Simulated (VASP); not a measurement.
Input for VASP

INCAR:
```
LUSE_VDW = .TRUE.
PARAM2 = 0.7114
EDIFF = 1E-7   # SCF stop (eV)
NELM = 100
ALGO = Normal   # blocked Davidson
GGA = MK
ENCUT = 520   # plane-wave cut-off (eV)
AGGAC = 0.0
LREAL = .FALSE.   # projection in real space or not
ZAB_VDW = -1.8867
PREC = Accurate
ISMEAR = -5   # tetrahedra, Bloechl
ISIF = 2
NEDOS = 601
SYSTEM = Te
LORBIT = 11   # lm-projected
LASPH = .TRUE.   # aspherical one-centre terms
PARAM1 = 0.1234568
LMAXMIX = 4
LWAVE = .FALSE.
LCHARG = .TRUE.
LEFG = .TRUE.
```

POSCAR:
```
Te
1
    2.1987413806    -3.8083314958     0.0000000000
    2.1987413806     3.8083314958     0.0000000000
    0.0000000000     0.0000000000     6.0169889148
Te
3
Direct
  0.0000000000   0.2781232391   0.6666670000
  0.7218767609   0.7218767609   0.0000000000
  0.2781232391   0.0000000000   0.3333330000
```

### KPOINTS
```
Automatic
0
G
 7 7 4
0 0 0
```

POTCAR, in this order: Te (PBE.64 set). Program: vasp_std.

Question: Write an equivalent input for Quantum ESPRESSO's pw.x.

Answer: One equivalent input (not run):
```
&CONTROL
  calculation = 'scf'
  pseudo_dir = './pseudo'
  outdir = './out'
  tprnfor = .true.
  tstress = .true.
/
&SYSTEM
  ibrav = 0
  nat = 3
  ntyp = 1
  ecutwfc = 82.3
  occupations = 'tetrahedra'
  input_dft = 'vdw-df2-b86r'
/
&ELECTRONS
  conv_thr = 7.3e-09
  electron_maxstep = 100
/
ATOMIC_SPECIES
  Te 127.600 Te.upf
CELL_PARAMETERS angstrom
     2.1987414   -3.8083315    0.0000000
     2.1987414    3.8083315    0.0000000
     0.0000000    0.0000000    6.0169889
ATOMIC_POSITIONS crystal
  Te   0.0000000  0.2781232  0.6666670
  Te   0.7218768  0.7218768  0.0000000
  Te   0.2781232  0.0000000  0.3333330
K_POINTS automatic
  7 7 4 0 0 0
```
The two are equivalent in intent, not identical: the potentials are each code's own (VASP's PAW set, PseudoDojo norm-conserving files in pw.x), so ENCUT and ecutwfc are chosen apart and not converted; conv_thr bounds pw.x's estimated SCF error, while EDIFF bounds the energy change between steps; the field gradients of LEFG aren't asked of the other code.

The compound is Te in the trig structure. It was relaxed first.
